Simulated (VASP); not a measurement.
Input:

```xyz
1
Lattice="-1.3618 1.3618 1.3618 1.3618 -1.3618 1.3618 1.3618 1.3618 -1.3618" Properties=species:S:1:pos:R:3 pbc="T T T"
Li     0.0000     0.0000     0.0000
```

The numbers are results of PBEsol GGA, VASP's PBE PAW potentials (set 64) (plane waves; VASP), not measurements. Settings: 620 eV cut-off, 19×19×19 Γ-centred mesh, first-order Methfessel-Paxton smearing of 0.10 eV, potentials Li_sv.

Energy and stress use the plane-wave basis of the starting cell.

The ions, cell shape and volume at an external pressure of 45.0 GPa are relaxed. Predict the relaxed structure.

```xyz
1
Lattice="-1.3009 1.3009 1.3009 1.3009 -1.3009 1.3009 1.3009 1.3009 -1.3009" Properties=species:S:1:pos:R:3 pbc="T T T"
Li     0.0000     0.0000     0.0000
```
Space group Im-3m (229), at a tolerance of 0.03 Å.

How do energy and volume change from the first to the last step?

The energy (σ→0) changes by +297.9 meV/atom and the volume by -12.8 %, in 3 ionic steps.

| step | E(σ→0) (eV) | max force (eV/Å) | pressure (GPa) | volume (Å³) |
|---|---|---|---|---|
| 1 | -1.3861 | 0.000 | 29.98 | 10.10 |
| 2 | -1.0804 | 0.000 | 45.43 | 8.78 |
| 3 | -1.0882 | 0.000 | 44.99 | 8.81 |

The compound is Li in the bcc structure. This run relaxes it under an external pressure of 45 GPa. Symmetry was kept, so distortions that lower it aren't found.
